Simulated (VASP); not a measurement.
InP (zinc blende): the lattice constant a from VASP (plane waves, PAW) at several levels of theory. Static lattice.

```json
[
 {"level": "LDA", "lattice constant a (Å)": "5.829", "error against measurement": "-0.5 %"},
 {"level": "PBE", "lattice constant a (Å)": "5.959", "error against measurement": "+1.7 %"},
 {"level": "PBEsol", "lattice constant a (Å)": "5.879", "error against measurement": "+0.4 %"},
 {"level": "RPBE", "lattice constant a (Å)": "6.017", "error against measurement": "+2.7 %"},
 {"level": "AM05", "lattice constant a (Å)": "5.889", "error against measurement": "+0.5 %"},
 {"level": "PBE-D3(BJ)", "lattice constant a (Å)": "5.893", "error against measurement": "+0.6 %"},
 {"level": "PBE-D4", "lattice constant a (Å)": "5.891", "error against measurement": "+0.6 %"},
 {"level": "optB88-vdW", "lattice constant a (Å)": "5.954", "error against measurement": "+1.6 %"},
 {"level": "rev-vdW-DF2", "lattice constant a (Å)": "5.928", "error against measurement": "+1.2 %"},
 {"level": "revTPSS", "lattice constant a (Å)": "5.926", "error against measurement": "+1.2 %"},
 {"level": "SCAN", "lattice constant a (Å)": "5.893", "error against measurement": "+0.6 %"},
 {"level": "r2SCAN", "lattice constant a (Å)": "5.905", "error against measurement": "+0.8 %"},
 {"level": "r2SCAN+rVV10", "lattice constant a (Å)": "5.886", "error against measurement": "+0.5 %"},
 {"level": "HSE06", "lattice constant a (Å)": "5.900", "error against measurement": "+0.7 %"},
 {"level": "HSEsol", "lattice constant a (Å)": "5.849", "error against measurement": "-0.2 %"},
 {"level": "PBE0", "lattice constant a (Å)": "5.894", "error against measurement": "+0.6 %"}
]
```

Measured: 5.858 Å at 0 K (as given by Daniel Mejia-Rodriguez et al., Physical Review B (2018), arXiv:1807.09216; static lattice: zero-point anharmonic expansion removed).

The cell of the LDA run:

```
CELL_PARAMETERS angstrom
      0.00000     2.91442     2.91442
      2.91442     0.00000     2.91442
      2.91442     2.91442     0.00000
ATOMIC_POSITIONS crystal
  In 0.00000 0.00000 0.00000
  P  0.25000 0.25000 0.25000
```

Only levels that ran to the end are used. Left out are those held back, those with too coarse a band path, GW runs whose mesh misses a band edge, hybrids' fits of cells that aren't cubic and levels without matching references; a question may draw on a part of the rest.

The compound is InP in the zinc blende structure.
